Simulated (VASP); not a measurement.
InP (space group P6_3mc): computed properties

These are r2SCAN meta-GGA, VASP's PBE PAW potentials (set 64) (plane waves; VASP 6.6.1) values and carry that method's errors.

```json
{
  "space_group": "P6_3mc (186)",
  "cell": "a = b = 4.1684 Å, c = 6.8369 Å, α = β = 90.00°, γ = 120.00°",
  "volume_per_atom": "25.72 Å^3/atom",
  "band gap (over mesh and band path)": "1.11 eV",
  "smallest direct gap (over mesh and band path)": "1.11 eV",
  "band_edge_character": "direct, Γ to Γ",
  "density": "4.71 g/cm³"
}
```

```
InP
1.0
    4.16845     0.00000     0.00000
   -2.08422     3.60998     0.00000
    0.00000     0.00000     6.83692
In P
2 2
Direct
  0.66667   0.33333   0.50012
  0.33333   0.66667   0.00012
  0.66667   0.33333   0.87488
  0.33333   0.66667   0.37488
```

Unless said otherwise, spin-orbit coupling is left out, though it shifts the bands of the heavy elements here.

The structure comes from a computed database's InP entry (P6_3mc); how it stands against other phases isn't given here. It was relaxed first. Symmetry was kept, so distortions that lower it aren't found.
